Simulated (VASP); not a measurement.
Here is the system:

```
CELL_PARAMETERS angstrom
     -2.02011     2.02011     7.03129
      2.02011    -2.02011     7.03129
      2.02011     2.02011    -7.03129
ATOMIC_POSITIONS crystal
  Rb 0.00000 0.00000 0.00000
  P  0.34264 0.34264 0.00000
  P  0.65736 0.65736 0.00000
  Ir 0.75000 0.25000 0.50000
  Ir 0.25000 0.75000 0.50000
```

The numbers are results of PBEsol GGA, VASP's PBE PAW potentials (set 64) (plane waves; VASP 6.6.1), not measurements. Run with 300 eV cut-off, 8×8×8 Γ-centred mesh, Fermi-Dirac smearing of 0.10 eV, potentials Rb_sv P Ir.

### Question
Give the energies of bands 8 to 21 at the high-symmetry points, in eV from the Fermi level.

### Answer

```csv
band,Γ,X,P,N,M,S,R
8,-5.90,-7.44,-7.47,-5.92,-6.04,-5.94,-7.39
9,-5.90,-4.68,-4.65,-5.36,-5.93,-5.48,-4.68
10,-5.89,-4.63,-4.65,-5.34,-5.93,-5.21,-4.67
11,-5.79,-3.83,-3.79,-4.93,-5.79,-5.01,-3.94
12,-3.99,-3.75,-3.79,-4.93,-3.98,-4.89,-3.72
13,-3.99,-3.75,-3.71,-3.59,-3.98,-3.87,-3.70
14,-2.44,-3.59,-3.65,-3.58,-2.48,-3.30,-3.55
15,-1.75,-3.25,-3.23,-3.25,-1.32,-3.20,-3.32
16,-1.32,-2.56,-2.56,-3.21,-1.09,-3.17,-2.54
17,-0.62,-1.88,-1.88,-2.22,-0.56,-2.33,-2.08
18,-0.62,-1.87,-1.88,-2.10,-0.56,-1.95,-1.88
19,0.38,-1.62,-1.51,0.79,-0.30,0.63,-1.38
20,1.33,-1.39,-1.51,1.10,0.38,1.41,-1.30
21,1.49,0.64,0.66,1.64,2.64,1.55,0.67
```

It has no gap at this level: it comes out as a metal or semimetal.

The structure comes from a computed database's Ir2RbP2 entry; how it stands against other phases isn't given here. The cell was not relaxed at this level. The electron count is odd and the run is not spin-polarised, which forces a metal.
